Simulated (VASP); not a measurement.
Data:

```yaml
crystal:
  lattice:
    - [0.00000, 2.65085, 2.65085]
    - [2.65085, 0.00000, 2.65085]
    - [2.65085, 2.65085, 0.00000]
  atoms:
    - { symbol: Yb, position: [0.00000, 0.00000, 0.00000] }
```

Method: optB86b-vdW, VASP's PBE PAW potentials (set 64) (plane waves; VASP 6.6.1). Settings: 520 eV cut-off, 11×11×11 Γ-centred mesh, first-order Methfessel-Paxton smearing of 0.10 eV, potentials Yb_2.

The 4f electrons are frozen in the core of the lanthanide potential, so 4f levels, which can set the real gap, and their magnetism are missing.

Q: Predict the energy per atom (σ→0).

A: 
The energy per atom (σ→0) comes out as 0.912 eV/atom.

Total energies compare only between runs with the same potentials, cut-off and functional.

The compound is Yb in the fcc structure. It was relaxed first, which changed the volume by -9 %. The start is the result of an earlier pass.
